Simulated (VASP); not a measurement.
Consider the following.

```xyz
2
Lattice="2.8187 0.0000 0.0000 0.0000 2.8187 0.0000 0.0000 0.0000 2.8187" Properties=species:S:1:pos:R:3 pbc="T T T"
Al     1.4093     1.4093     1.4093
Co     0.0000     0.0000     0.0000
```

Calculation: PBE GGA with D3 dispersion (Becke-Johnson damping), VASP's PBE PAW potentials (set 64) (plane waves; VASP). Run with 520 eV cut-off, 13×13×13 Γ-centred mesh, first-order Methfessel-Paxton smearing of 0.10 eV, potentials Al Co.

**Question.** Give the energy at these volumes per atom, relative to the lowest: 10.53, 10.86, 11.20, 11.53, 11.87 Å³.

**Answer.** 27.0, 6.4, 0.0, 5.9, 22.1 meV/atom. A third-order Birch-Murnaghan fit gives B0 = 194 GPa and B0′ = 4.3.

Measured: bulk modulus 162 GPa (computed value off by +19.7 %), a 2.861 Å (computed value off by -1.5 %), as given by Yamada et al., (2019), arXiv:1910.09660. The calculation is for a static lattice, while the measured bulk modulus, a hold thermal and zero-point effects, which are part of the difference.

The compound is CoAl in the CsCl type structure. It was relaxed first. The run is not spin-polarised, so no magnetic state was tried.
